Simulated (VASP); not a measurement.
# LiBBr4 (P4/mmm) in VASP: single point with PBE

Aim: the single point of LiBBr4 with PBE.

Program: VASP 6.6.1. These are calculated values, not measurements. Logs are shortened: lines on timing, memory, paths and dates and some standing lists are left out, and cuts for length are marked.

## (1) The structure

Symmetry: P4/mmm, No. 123, tetragonal system. Conventional cell: a = 5.247 Å, b = 5.247 Å, c = 7.749 Å, α = 90.00°, β = 90.00°, γ = 90.00°. Li (site symmetry 4/mmm) is surrounded by 6 Br at 2.62 to 2.65 Å. Around B (site symmetry 4/mmm) lie 8 Br at 3.91 Å. Around Br (site symmetry 4mm) lie 1 Br at 2.45 Å and 1 Li at 2.65 Å. Around Br (site symmetry mmm) lie 2 Li at 2.62 Å.

The cell was built by a generator and needn't be a form met in nature.

## (2) Single point, PBE

INCAR reads:

```
PREC     = Accurate       # precision mode
ENCUT    = 520            # plane-wave cutoff, eV
EDIFF    = 1E-7           # SCF threshold, eV
ISMEAR   = 0              # smearing method
SIGMA    = 0.1            # smearing width, eV
LREAL    = F              # projectors in reciprocal space
LASPH    = T              # aspherical terms in the spheres
NELM     = 100            # most SCF steps
ALGO     = Normal         # electronic algorithm
ISIF     = 2              # what is computed and relaxed
LWAVE    = F              # write WAVECAR
LCHARG   = F              # write CHGCAR
GGA      = PE             # functional
NBANDS   = 26             # bands
```

KPOINTS reads:

```
regular mesh
0
Gamma
  4 4 2
```

POSCAR reads:

```
LiBBr4
1.0
    5.2470000000      0.0000000000      0.0000000000
    0.0000000000      5.2470000000      0.0000000000
    0.0000000000      0.0000000000      7.7494897400
Li B Br
1 1 4
Direct
    0.0000000000      0.0000000000      0.0000000000
    0.5000000000      0.5000000000      0.5000000000
    0.0000000000      0.0000000000      0.6580420000
    0.5000000000      0.0000000000      0.0000000000
    0.0000000000      0.5000000000      0.0000000000
    0.0000000000      0.0000000000      0.3419580000
```

Potentials or basis: VASP PAW PBE potentials, release 64 (Li_sv, B, Br).

Launch:

```sh
$ cat potpaw_PBE.64/Li_sv/POTCAR potpaw_PBE.64/B/POTCAR potpaw_PBE.64/Br/POTCAR > POTCAR
$ mpirun -np 1 vasp_std > vasp.out
```

OUTCAR:

```text
PREC = Accurate
   ENCUT = 520
   EDIFF = 1E-7
   ISMEAR = 0
   LREAL = F
   LASPH = T
   NELM = 100
   ISIF = 2
   GGA = PE

 ion  position               nearest neighbor table
   1  0.000  0.000  0.000-   4 2.62   5 2.62   5 2.62   4 2.62   3 2.65   6 2.65
   2  0.500  0.500  0.500-
   3  0.000  0.000  0.658-   6 2.45   1 2.65
   4  0.500  0.000  0.000-   1 2.62   1 2.62
   5  0.000  0.500  0.000-   1 2.62   1 2.62
   6  0.000  0.000  0.342-   3 2.45   1 2.65

  LATTYP: Found a simple tetragonal cell.
 ALAT       =     5.2470000000
 C/A-ratio  =     1.4769372480

  Lattice vectors:

 A1 = (   5.2470000000,   0.0000000000,   0.0000000000)
 A2 = (   0.0000000000,   5.2470000000,   0.0000000000)
 A3 = (   0.0000000000,   0.0000000000,   7.7494897400)

Analysis of symmetry for initial positions (statically):
=====================================================================
 Subroutine PRICEL returns:
 Original cell was already a primitive cell.

 Routine SETGRP: Setting up the symmetry group for a
 simple tetragonal supercell.

 Subroutine GETGRP returns: Found 16 space group operations
 (whereof 16 operations were pure point group operations)
 out of a pool of 16 trial point group operations.

The static configuration has the point symmetry D_4h.

Analysis of symmetry for dynamics (positions and initial velocities):
=====================================================================
 Subroutine PRICEL returns:
 Original cell was already a primitive cell.

 Routine SETGRP: Setting up the symmetry group for a
 simple tetragonal supercell.

 Subroutine GETGRP returns: Found 16 space group operations
 (whereof 16 operations were pure point group operations)
 out of a pool of 16 trial point group operations.

The dynamic configuration has the point symmetry D_4h.

 Subroutine INISYM returns: Found 16 space group operations
 (whereof 16 operations are pure point group operations),
 and found     1 'primitive' translations

----------------------------------------------------------------------------------------

                                     Primitive cell

  volume of cell :     213.3513

  direct lattice vectors                    reciprocal lattice vectors
     5.247000000  0.000000000  0.000000000     0.190585096  0.000000000  0.000000000
     0.000000000  5.247000000  0.000000000     0.000000000  0.190585096  0.000000000
[... 83 lines left out ...]
   NSW    =      0    number of steps for IOM
   IBRION =     -1    ionic relax: 0-MD 1-quasi-New 2-CG
   NFREE  =      0    steps in history (QN), initial steepest desc. (CG)
   ISIF   =      2    stress and relaxation
   ISYM   =      2    0-nonsym 1-usesym 2-fastsym
   POTIM  = 0.5000    time-step for ionic-motion
   TEBEG  =    0.0;   TEEND  =   0.0 temperature during run
   PSTRESS=    0.0 pullay stress
   NELECT =      34.0000    total number of electrons
   NUPDOWN=      -1.0000    fix difference up-down
   EMIN   =  10.00;   EMAX   =-10.00  energy-range for DOS
   EFERMI =   0.00;   METHOD = LEGACY
   ISMEAR =     0;   SIGMA  =   0.10  broadening in eV -4-tet -1-fermi 0-gaus
   EFERMI_NEDOS =   21; number of points for ismear=-14 and -15
   IALGO  =     38    algorithm
   IMIX   =      4    mixing-type and parameters
     AMIX     =   0.40;   BMIX     =  1.00
     AMIX_MAG =   1.60;   BMIX_MAG =  1.00
  volume/ion in A,a.u.               =      35.56       239.96
  Fermi-wavevector in a.u.,A,eV,Ry     =   0.887570  1.677265 10.718410  0.787781
  Thomas-Fermi vector in A             =   2.008886
   LORBIT       =      0    0 simple, 1 ext, 2 COOP (PROOUT), +10 PAW based schemes
   GGA     = PE    functional components
   LHFCALC =     F    Hartree Fock is set to
   AEXX    =    0.0000 exact exchange contribution
   IVDW    =     0    specifies the selected vdW correction
   LEPSILON=     F    determine dielectric tensor
   LRPA    =     F    only Hartree local field effects (RPA)
 non-spin polarized calculation
 Gauss-broadening in eV      SIGMA  =   0.10
  energy-cutoff  :      520.00
  volume of cell :      213.35
 maximum number of plane-waves:      5768
 NGX is ok and might be reduce to    40
   NGX = 19   NGY = 19   NGZ = 29

 number of electron      33.9999996 magnetization

 Free energy of the ion-electron system (eV)
  ---------------------------------------------------
  ext. energy  EPLUGINS =         0.00000000
  ---------------------------------------------------
  free energy    TOTEN  =       -11.32126977 eV

  energy without entropy =      -11.27919187  energy(sigma->0) =      -11.30023082

 E-fermi :  -0.9918     XC(G=0):  -6.9233

 val. band max:       -1.0170556249   @ k =   0.2500   0.2500   0.5000
 cond. band min:      -0.9557174472   @ k =   0.5000   0.0000   0.5000
 fundamental gap:      0.0613381777
 Fermi energy:        -0.9918400602

 k-point     1 :       0.0000    0.0000    0.0000
  band No.  band energies     occupation
      1     -45.9063      2.00000
      2     -16.8101      2.00000
      3     -14.8412      2.00000
      4     -14.2709      2.00000
      5     -13.8056      2.00000
      6      -6.9394      2.00000
[... 337 lines left out ...]
     25       6.1763      0.00000
     26       7.4135      0.00000

------------------------ aborting loop because EDIFF is reached ----------------------------------------

  FORCE on cell =-STRESS in cart. coord.  units (eV):
  Direction    XX          YY          ZZ          XY          YZ          ZX
  --------------------------------------------------------------------------------------
  -------------------------------------------------------------------------------------
  Total       -2.1142620     -2.1142620      2.8063955      0.0000000      0.0000000      0.0000000
  in kB      -15.8772088    -15.8772088     21.0748368      0.0000000      0.0000000      0.0000000
  external PRESSURE =      -3.5598602 kB  Pullay stress =       0.0000000 kB

 VOLUME and BASIS-vectors are now :
 -----------------------------------------------------------------------------
  energy-cutoff  :      520.00
  volume of cell :      213.35
      direct lattice vectors                 reciprocal lattice vectors
     5.247000000  0.000000000  0.000000000     0.190585096  0.000000000  0.000000000
     0.000000000  5.247000000  0.000000000     0.000000000  0.190585096  0.000000000
     0.000000000  0.000000000  7.749489740     0.000000000  0.000000000  0.129040754

 POSITION                                       TOTAL-FORCE (eV/Angst)
 -----------------------------------------------------------------------------------
      0.00000      0.00000      0.00000        -0.000000     -0.000000      0.000000
      2.62350      2.62350      3.87474        -0.000000     -0.000000      0.000000
      0.00000      0.00000      5.09949        -0.000000     -0.000000     -0.034582
      2.62350      0.00000      0.00000        -0.000000     -0.000000      0.000000
      0.00000      2.62350      0.00000        -0.000000     -0.000000      0.000000
      0.00000      0.00000      2.65000         0.000000      0.000000      0.034582
 -----------------------------------------------------------------------------------
    total drift:                                0.000000      0.000000     -0.000000

  FREE ENERGIE OF THE ION-ELECTRON SYSTEM (eV)
  ---------------------------------------------------
  free  energy   TOTEN  =       -11.3212697695 eV

  energy  without entropy=      -11.2791918716  energy(sigma->0) =      -11.30023082
```

stdout:

```text
POSCAR found type information on POSCAR LiB Br
 POSCAR found :  3 types and       6 ions
 scaLAPACK will be used
 LDA part: xc-table for (Slater+PW92), standard interpolation
 POSCAR, INCAR and KPOINTS ok, starting setup
 FFT: planning ... GRIDC
 FFT: planning ... GRID_SOFT
 FFT: planning ... GRID
 WAVECAR not read
 entering main loop
```

Run time: 2 min. Hardware: 1 thread of Intel Xeon Platinum 8488C (Sapphire Rapids), shared host; peak memory 0.31 GiB.

Results:

```yaml
Free_energy: -11.3213 eV
Largest_force: 0.035 eV/Å
Band_gap_on_the_k_mesh: none (metal or under the smearing width)
```

Forces in eV/Å, atoms in the order of the input:
```
Li   0.000  0.000  0.000
B    0.000  0.000  0.000
Br   0.000  0.000 -0.035
Br   0.000  0.000  0.000
Br   0.000  0.000  0.000
Br   0.000  0.000  0.035
```

Caveat: the k mesh is coarse (spacing up to 0.41 Å⁻¹), so the values aren't converged; the cutoff is under 1.25 times the usual one of these potentials, so pressure, stress and relaxed cells hold a basis-set (Pulay) error.
